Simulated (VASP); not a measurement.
Consider the following.

```
AuZr2
1.0
   -1.65018     1.65018     5.82547
    1.65018    -1.65018     5.82547
    1.65018     1.65018    -5.82547
Zr Au
2 1
Cartesian
  0.00000   0.00000   7.68613
  0.00000   0.00000   3.96482
  0.00000   0.00000   0.00000
```

Calculation: PBEsol GGA, VASP's PBE PAW potentials (set 64) (plane waves; VASP). Run with 300 eV cut-off, 10×10×10 Γ-centred mesh, Fermi-Dirac smearing of 0.050 eV, potentials Zr_sv Au.

At this cut-off the stress carries a Pulay error, which pulls relaxed volumes low. Unless said otherwise, spin-orbit coupling is left out, though it shifts the bands of the heavy elements here.

Predict the energy per atom (σ→0), pressure, band gap (on the k-mesh) with the smallest direct gap where there is one.

| Quantity | Value |
|---|---|
| band gap (on the k-mesh) | none (metal, semimetal or under 0.01 eV) |
| energy per atom (σ→0) | -7.791 eV/atom |
| pressure | -4.44 GPa |

Only differences to runs with the same potentials and settings are physical.

The structure comes from a computed database's Zr2Au entry (I4/mmm); how it stands against other phases isn't given here. The cell was not relaxed at this level. The electron count is odd and the run is not spin-polarised, which forces a metal.
